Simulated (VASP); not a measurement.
Energy against volume of SnO$_{2}$ (rutile). Level of theory: PBE GGA, VASP's PBE PAW potentials (set 64) (plane waves; VASP). Settings: 520 eV cut-off, 5×5×7 Γ-centred mesh, Gaussian smearing of 0.050 eV, potentials Sn_d O.

Shape and ions are relaxed at each volume.

```json
[
 {"V (Å³/atom)": "12.237", "E (eV/atom)": "-6.21167"},
 {"V (Å³/atom)": "12.615", "E (eV/atom)": "-6.21858"},
 {"V (Å³/atom)": "12.993", "E (eV/atom)": "-6.21360"},
 {"V (Å³/atom)": "13.372", "E (eV/atom)": "-6.19893"}
]
```

Q: Fit these four points and predict the energy of the run at 11.858 Å³/atom.

A: A cubic in V^(−2/3), the third-order Birch-Murnaghan form, passes through the four points with V0 = 12.63 Å³/atom and B0 = 166 GPa, and gives -6.1901 eV/atom there. The run gave -6.1903 eV/atom, -0.3 meV/atom from the fit; all five points give B0 = 165 GPa.

The compound is SnO2 in the rutile structure. It was relaxed first, which changed the volume by +6 %.
